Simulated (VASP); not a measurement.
# CdHgS2 (P4/mmm) in VASP: single point with PBE

Aim: the single point of CdHgS2 with PBE.

All numbers are computed with VASP 6.6.1; they aren't measurements. Logs are shortened: lines on timing, memory, paths and dates and some standing lists are left out, and cuts for length are marked.

## Step 1: Starting point

The structure is tetragonal, space group P4/mmm (No. 123). Conventional cell: a = 5.494 Å, b = 5.494 Å, c = 2.666 Å, α = 90.00°, β = 90.00°, γ = 90.00°. Cd (site symmetry 4/mmm) has 2 Cd at 2.67 Å and 8 S at 3.05 Å as nearest neighbours. Around Hg (site symmetry 4/mmm) lie 2 Hg at 2.67 Å and 4 S at 2.75 Å. S (site symmetry mmm) is surrounded by 2 S at 2.67 Å and 2 Hg at 2.75 Å and 4 Cd at 3.05 Å.

The cell was built by a generator and needn't be a form met in nature.

## Step 2: Single point, PBE

Input file INCAR:

```
  PREC = Accurate
  ENCUT = 520
  EDIFF = 1E-6
  ISMEAR = 0
  SIGMA = 0.1
  LREAL = False
  LASPH = True
  NELM = 100
  ALGO = Normal
  ISIF = 2
  LWAVE = False
  LCHARG = False
  GGA = PE
  NBANDS = 26
```

Input file KPOINTS:

```
Automatic mesh
0
Gamma
  4 4 6
```

Input file POSCAR:

```
CdHgS2
1.0
    5.4944732400      0.0000000000      0.0000000000
    0.0000000000      5.4944732400      0.0000000000
    0.0000000000      0.0000000000      2.6656082100
Cd Hg S
1 1 2
Direct
    0.5000000000      0.5000000000      0.5000000000
    0.0000000000      0.0000000000      0.0000000000
    0.5000000000      0.0000000000      0.0000000000
    0.0000000000      0.5000000000      0.0000000000
```

Potentials or basis: VASP PAW PBE potentials, release 64 (Cd, Hg, S).

Run with:

```
$ cat potpaw_PBE.64/Cd/POTCAR potpaw_PBE.64/Hg/POTCAR potpaw_PBE.64/S/POTCAR > POTCAR
$ mpirun -np 1 vasp_std > vasp.out
```

OUTCAR:

```text
PREC = Accurate
   ENCUT = 520
   EDIFF = 1E-6
   ISMEAR = 0
   LREAL = False
   LASPH = True
   NELM = 100
   ISIF = 2
   GGA = PE

 ion  position               nearest neighbor table
   1  0.500  0.500  0.500-   3 3.05   4 3.05   3 3.05   4 3.05   3 3.05   3 3.05   4 3.05   4 3.05

   2  0.000  0.000  0.000-   3 2.75   4 2.75   4 2.75   3 2.75
   3  0.500  0.000  0.000-   2 2.75   2 2.75   1 3.05   1 3.05   1 3.05   1 3.05
   4  0.000  0.500  0.000-   2 2.75   2 2.75   1 3.05   1 3.05   1 3.05   1 3.05

  LATTYP: Found a simple tetragonal cell.
 ALAT       =     5.4944732400
 C/A-ratio  =     0.4851435422

  Lattice vectors:

 A1 = (   5.4944732400,   0.0000000000,   0.0000000000)
 A2 = (   0.0000000000,   5.4944732400,   0.0000000000)
 A3 = (   0.0000000000,   0.0000000000,   2.6656082100)

Analysis of symmetry for initial positions (statically):
=====================================================================
 Subroutine PRICEL returns:
 Original cell was already a primitive cell.

 Routine SETGRP: Setting up the symmetry group for a
 simple tetragonal supercell.

 Subroutine GETGRP returns: Found 16 space group operations
 (whereof 16 operations were pure point group operations)
 out of a pool of 16 trial point group operations.

The static configuration has the point symmetry D_4h.

Analysis of symmetry for dynamics (positions and initial velocities):
=====================================================================
 Subroutine PRICEL returns:
 Original cell was already a primitive cell.

 Routine SETGRP: Setting up the symmetry group for a
 simple tetragonal supercell.

 Subroutine GETGRP returns: Found 16 space group operations
 (whereof 16 operations were pure point group operations)
 out of a pool of 16 trial point group operations.

The dynamic configuration has the point symmetry D_4h.

 Subroutine INISYM returns: Found 16 space group operations
 (whereof 16 operations are pure point group operations),
 and found     1 'primitive' translations

----------------------------------------------------------------------------------------

                                     Primitive cell

  volume of cell :      80.4727

  direct lattice vectors                    reciprocal lattice vectors
     5.494473240  0.000000000  0.000000000     0.182001068  0.000000000  0.000000000
[... 78 lines left out ...]
   NGXF,Y,Z  is equivalent  to a cutoff of  25.42, 25.42, 24.95 a.u.
 SYSTEM =  unknown system
   PREC   = accura    normal or accurate (medium, high low for compatibility)
   ISTART =      0    job   : 0-new  1-cont  2-samecut
   ICHARG =      2    charge: 1-file 2-atom 10-const
   ISPIN  =      1    spin polarized calculation?
   LNONCOLLINEAR =      F non collinear calculations
   LSORBIT =      F    spin-orbit coupling
   LASPH  =      T    aspherical Exc in radial PAW
   ENCUT  =  520.0 eV  38.22 Ry    6.18 a.u.  10.22 10.22  4.96*2*pi/ulx,y,z
   NELM   =    100;   NELMIN=  2; NELMDL= -5     # of ELM steps
   EDIFF  = 0.1E-05   stopping-criterion for ELM
[... 12 lines left out ...]
   EMIN   =  10.00;   EMAX   =-10.00  energy-range for DOS
   EFERMI =   0.00;   METHOD = LEGACY
   ISMEAR =     0;   SIGMA  =   0.10  broadening in eV -4-tet -1-fermi 0-gaus
   EFERMI_NEDOS =   21; number of points for ismear=-14 and -15
   IALGO  =     38    algorithm
   IMIX   =      4    mixing-type and parameters
     AMIX     =   0.40;   BMIX     =  1.00
     AMIX_MAG =   1.60;   BMIX_MAG =  1.00
  volume/ion in A,a.u.               =      20.12       135.76
  Fermi-wavevector in a.u.,A,eV,Ry     =   1.252063  2.366056 21.329333  1.567662
  Thomas-Fermi vector in A             =   2.385981
   LORBIT       =      0    0 simple, 1 ext, 2 COOP (PROOUT), +10 PAW based schemes
   GGA     = PE    functional components
   LHFCALC =     F    Hartree Fock is set to
   AEXX    =    0.0000 exact exchange contribution
   IVDW    =     0    specifies the selected vdW correction
   LEPSILON=     F    determine dielectric tensor
   LRPA    =     F    only Hartree local field effects (RPA)
 non-spin polarized calculation
 Gauss-broadening in eV      SIGMA  =   0.10
  energy-cutoff  :      520.00
  volume of cell :       80.47
 maximum number of plane-waves:      2192
 NGX is ok and might be reduce to    42
   NGX = 21   NGY = 21   NGZ =  9

 number of electron      36.0000014 magnetization

 Free energy of the ion-electron system (eV)
  ---------------------------------------------------
  ext. energy  EPLUGINS =         0.00000000
  ---------------------------------------------------
  free energy    TOTEN  =        -7.91544703 eV

  energy without entropy =       -7.89468350  energy(sigma->0) =       -7.90506527

 E-fermi :   4.3643     XC(G=0): -10.6603

 val. band max:        4.3549956924   @ k =   0.5000   0.5000   0.1667
 cond. band min:       4.4119137664   @ k =   0.5000   0.5000   0.5000
 fundamental gap:      0.0569180740
 Fermi energy:         4.3643280064

 k-point     1 :       0.0000    0.0000    0.0000
  band No.  band energies     occupation
      1     -10.0901      2.00000
      2      -9.4715      2.00000
      3      -5.8950      2.00000
      4      -4.9878      2.00000
      5      -4.5118      2.00000
      6      -4.3123      2.00000
[... 685 lines left out ...]
     25      11.9966      0.00000
     26      12.1779      0.00000

------------------------ aborting loop because EDIFF is reached ----------------------------------------

  FORCE on cell =-STRESS in cart. coord.  units (eV):
  Direction    XX          YY          ZZ          XY          YZ          ZX
  --------------------------------------------------------------------------------------
  -------------------------------------------------------------------------------------
  Total        0.9876349      0.9876349      8.5929519      0.0000000      0.0000000      0.0000000
  in kB       19.6633970     19.6633970    171.0820786      0.0000000      0.0000000      0.0000000
  external PRESSURE =      70.1362909 kB  Pullay stress =       0.0000000 kB

 VOLUME and BASIS-vectors are now :
 -----------------------------------------------------------------------------
  energy-cutoff  :      520.00
  volume of cell :       80.47
      direct lattice vectors                 reciprocal lattice vectors
     5.494473240  0.000000000  0.000000000     0.182001068  0.000000000  0.000000000
     0.000000000  5.494473240  0.000000000     0.000000000  0.182001068  0.000000000
     0.000000000  0.000000000  2.665608210     0.000000000  0.000000000  0.375148905

 POSITION                                       TOTAL-FORCE (eV/Angst)
 -----------------------------------------------------------------------------------
      2.74724      2.74724      1.33280         0.000000      0.000000      0.000000
      0.00000      0.00000      0.00000         0.000000      0.000000      0.000000
      2.74724      0.00000      0.00000         0.000000      0.000000      0.000000
      0.00000      2.74724      0.00000         0.000000      0.000000      0.000000
 -----------------------------------------------------------------------------------
    total drift:                                0.000000     -0.000000     -0.000000

  FREE ENERGIE OF THE ION-ELECTRON SYSTEM (eV)
  ---------------------------------------------------
  free  energy   TOTEN  =        -7.9154470315 eV

  energy  without entropy=       -7.8946835040  energy(sigma->0) =       -7.90506527
```

OSZICAR:

```text
N       E                     dE             d eps       ncg     rms          rms(c)
DAV:   1     0.257534586275E+03    0.25753E+03   -0.17994E+04  1256   0.131E+03
DAV:   2     0.396050132741E+01   -0.25357E+03   -0.24271E+03  1406   0.325E+02
DAV:   3    -0.884076512849E+01   -0.12801E+02   -0.12538E+02  1544   0.727E+01
DAV:   4    -0.894822091413E+01   -0.10746E+00   -0.10735E+00  1394   0.653E+00
DAV:   5    -0.894942452230E+01   -0.12036E-02   -0.12035E-02  1504   0.720E-01    0.136E+01
DAV:   6    -0.793036581224E+01    0.10191E+01   -0.38114E+00  1552   0.165E+01    0.104E+01
DAV:   7    -0.792592082568E+01    0.44450E-02   -0.35671E-01  1326   0.422E+00    0.505E+00
DAV:   8    -0.791615919446E+01    0.97616E-02   -0.38786E-02  1372   0.132E+00    0.480E-01
DAV:   9    -0.791535193477E+01    0.80726E-03   -0.32941E-03  1486   0.506E-01    0.144E-01
DAV:  10    -0.791544393611E+01   -0.92001E-04   -0.86181E-04  1346   0.174E-01    0.405E-02
DAV:  11    -0.791544667032E+01   -0.27342E-05   -0.85480E-05  1378   0.836E-02    0.169E-02
DAV:  12    -0.791544703150E+01   -0.36118E-06   -0.41050E-06  1358   0.157E-02
   1 F= -.79154470E+01 E0= -.79050653E+01  d E =-.207635E-01
```

stdout:

```text
POSCAR found type information on POSCAR CdHgS
 POSCAR found :  3 types and       4 ions
 scaLAPACK will be used
 LDA part: xc-table for (Slater+PW92), standard interpolation
 POSCAR, INCAR and KPOINTS ok, starting setup
 FFT: planning ... GRIDC
 FFT: planning ... GRID_SOFT
 FFT: planning ... GRID
 WAVECAR not read
 entering main loop
```

Run time: 36 s. Hardware: 1 thread of AMD EPYC 7R13 (Zen 3), shared host; peak memory 0.18 GiB.

Results:

| Quantity | Value |
| --- | --- |
| Free energy | -7.9154 eV |
| Pressure | 7.0 GPa |
| Band gap on the k mesh | none (metal or under the smearing width) |

Caveat: the k mesh is coarse (spacing up to 0.39 Å⁻¹), so the values aren't converged.
